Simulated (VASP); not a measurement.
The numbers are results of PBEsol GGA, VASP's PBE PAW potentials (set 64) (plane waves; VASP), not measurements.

The input files of a VASP run:

File POSCAR:
```
Ni3Si
1
    3.4614760231     0.0000000000     0.0000000000
    0.0000000000     3.4614760231     0.0000000000
    0.0000000000     0.0000000000     3.4614760231
Si Ni
1 3
Direct
  0.0000000000   0.0000000000   0.0000000000
  0.0000000000   0.5000000000   0.5000000000
  0.5000000000   0.0000000000   0.5000000000
  0.5000000000   0.5000000000   0.0000000000
```

KPOINTS:
```
K-points
0
G
  9 9 9
```

**INCAR**
```
LASPH = .True.
LMAXMIX = 4
LWAVE = .False.
GGA = PS   # PBEsol
NSW = 40
SIGMA = 0.1
IBRION = 2   # conjugate gradients
ALGO = Normal
ENCUT = 500   # plane-wave cut-off (eV)
EDIFF = 1E-6
SYSTEM = Ni3Si
NELM = 100   # most electronic steps
ISMEAR = 1   # Methfessel-Paxton
LCHARG = .False.
PREC = Accurate
EDIFFG = -0.02
ISIF = 3   # ions, shape and volume
LREAL = .False.   # projection in real space or not
```

POTCAR, in this order: Si Ni (PBE.64 set). Program: vasp_std.

Q: Estimate the energy per atom (σ→0), band gap (on the k-mesh).

A: 
| Item | Value |
|---|---|
| energy per atom (σ→0) | -634.2 kJ/mol of atoms |
| band gap (on the k-mesh) | none (metal, semimetal or under 0.01 eV) |

### OSZICAR
```
...
DAV:   7    -0.263734780857E+02    0.36385E+01   -0.17561E+01  1638   0.707E+01    0.438E+00
DAV:   8    -0.263147218059E+02    0.58756E-01   -0.75405E-01  1573   0.694E+00    0.150E+00
DAV:   9    -0.262948938755E+02    0.19828E-01   -0.36529E-02  1949   0.276E+00    0.574E-01
DAV:  10    -0.262922229313E+02    0.26709E-02   -0.34748E-03  1965   0.493E-01    0.235E-01
DAV:  11    -0.262917841456E+02    0.43879E-03   -0.68163E-04  2227   0.320E-01    0.551E-02
DAV:  12    -0.262917790704E+02    0.50752E-05   -0.10422E-04  1569   0.123E-01    0.157E-02
DAV:  13    -0.262917781450E+02    0.92535E-06   -0.66150E-06  1633   0.182E-02
   1 F= -.26291778E+02 E0= -.26291926E+02  d E =-.262918E+02
```

The compound is Ni3Si in the L1_2 structure. It was relaxed first. The run is not spin-polarised, so no magnetic state was tried.
